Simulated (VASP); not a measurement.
TaAs:

```
CELL_PARAMETERS angstrom
-1.72181 1.72181 5.86794
1.72181 -1.72181 5.86794
1.72181 1.72181 -5.86794
ATOMIC_POSITIONS crystal
Ta 0.49997 0.99997 0.50000
Ta 0.74997 0.74997 0.00000
As 0.08263 0.58263 0.50000
As 0.33263 0.33263 0.00000
```

The cell is a database's computed one.

| Item | Value |
| --- | --- |
| Program | VASP 6.6.1 |
| Task | relaxation of cell and atoms |
| Functional | PBE |
| Potentials or basis | VASP PAW PBE potentials, release 64 (Ta_pv, As) |
| Cutoff | 520 eV |
| k mesh | 18 × 18 × 18 |
| Occupations | gaussian, width 1 eV |
| Spin | no spin polarisation |

At the start: pressure 3.9 GPa; volume 17.40 Å³/atom.

Q: How do energy, volume and symmetry change on relaxing?

A: Over 11 steps the energy falls by 4.7 meV/atom and the volume is 17.78 Å³/atom (+2.2 %); space group I4_1md (No. 109, to 0.05 Å).

Step by step:
| step | energy change (eV) | largest force (eV/Å) | pressure (GPa) | volume (Å³) |
| --- | --- | --- | --- | --- |
| 1 | 0.0000 | 0.0079 | 3.93 | 69.59 |
| 2 | 0.0381 | 0.0015 | -6.10 | 73.98 |
| 3 | -0.0188 | 0.0061 | -0.05 | 71.15 |
| 4 | -0.0188 | 0.0062 | 0.03 | 71.12 |
| 5 | -0.0189 | 0.0061 | 0.04 | 71.11 |
| 6 | -0.0189 | 0.0060 | 0.04 | 71.10 |
| 7 | -0.0189 | 0.0012 | -0.07 | 71.15 |
| 8 | -0.0189 | 0.0033 | 0.00 | 71.12 |
| 9 | -0.0189 | 0.0027 | -0.01 | 71.12 |
| 10 | -0.0189 | 0.0026 | -0.01 | 71.12 |
| 11 | -0.0189 | 0.0007 | 0.00 | 71.12 |

Final structure:
```
Ta As
1.0
    -1.73634    1.73634    5.89721
     1.73634   -1.73634    5.89721
     1.73634    1.73634   -5.89721
Ta As
2 2
Cartesian
  0.0000 1.7363 0.0005
  0.0000 0.0000 8.8464
  1.7363 0.0000 0.9737
  0.0000 0.0000 3.9223
```
